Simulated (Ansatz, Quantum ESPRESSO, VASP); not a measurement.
## One calculation of NiMoIrPdW, 4 ways

```
Ni Mo Pd Ir W
1.0
     2.76078    0.00000    0.00000
    -1.38039    2.39090    0.00000
     0.00000    0.00000   11.34051
Ni Mo Pd Ir W
1 1 1 1 1
Direct
  0.98851 0.99283 0.70875
  0.68579 0.33656 0.29217
  0.67179 0.33901 0.90095
  0.00651 0.01332 0.10435
  0.66463 0.32541 0.52906
```

The cell comes from a database or a generator and needn't be the stable form of this composition.

Atoms were shifted at random by some hundredths of an Å from the given cell, which wasn't relaxed again for these runs.

Alike in all runs: task single point; functional PBE; k mesh 11 × 11 × 3; occupations fermi-dirac, width 0.05 eV; collinear spin, ferromagnetic start; no spin-orbit coupling. Pressure is positive in compression and, in plane waves, holds the error of the finite cutoff, which Ansatz's Pulay term estimates and takes out.

```json
{"program and potentials": "Ansatz, Ansatz PAW", "plane-wave cutoff (eV)": "420", "notes": "16.2 valence electrons an atom on average; Pulay term of +0.06 GPa included", "pressure (GPa)": "0.03", "net moment per atom (μB)": "0.00", "largest force (eV/Å)": "0.513", "energy over the undisturbed cell (meV/atom)": "2.38"}
{"program and potentials": "VASP, PBE PAW files Ir, Mo_sv, Ni, Pd, W_sv, 520 eV", "plane-wave cutoff (eV)": "520", "notes": "11.4 valence electrons an atom on average", "pressure (GPa)": "0.44", "net moment per atom (μB)": "0.00", "largest force (eV/Å)": "0.530", "energy over the undisturbed cell (meV/atom)": "-"}
{"program and potentials": "Ansatz, all-electron LAPW, scalar-relativistic", "plane-wave cutoff (eV)": "-", "notes": "-", "pressure (GPa)": "0.02", "net moment per atom (μB)": "0.00", "largest force (eV/Å)": "0.515", "energy over the undisturbed cell (meV/atom)": "-"}
{"program and potentials": "Quantum ESPRESSO, SSSP 1.3 efficiency PBE", "plane-wave cutoff (eV)": "816", "notes": "15.8 valence electrons an atom on average", "pressure (GPa)": "-0.14", "net moment per atom (μB)": "0.00", "largest force (eV/Å)": "0.525", "energy over the undisturbed cell (meV/atom)": "2.42"}
```

Force on atom 2 (Mo), eV/Å:

```csv
program and potentials,x,y,z
"Ansatz, Ansatz PAW",-0.048,0.199,0.471
"VASP, PBE PAW files Ir, Mo_sv, Ni, Pd, W_sv, 520 eV",-0.048,0.199,0.489
"Ansatz, all-electron LAPW, scalar-relativistic",-0.048,0.199,0.473
"Quantum ESPRESSO, SSSP 1.3 efficiency PBE",-0.047,0.198,0.484
```

The pressure spans -0.14 (Quantum ESPRESSO, SSSP 1.3 efficiency PBE) to 0.44 GPa (VASP, PBE PAW files Ir, Mo_sv, Ni, Pd, W_sv, 520 eV), with all-electron results at 0.02. All agree on the net moment per atom. The state is the one that the start led to, which needn't be the lowest.

The functional is the same throughout but for its coding, so the spread measures potentials, basis and numerics; runs on potential files found faulty are left out.
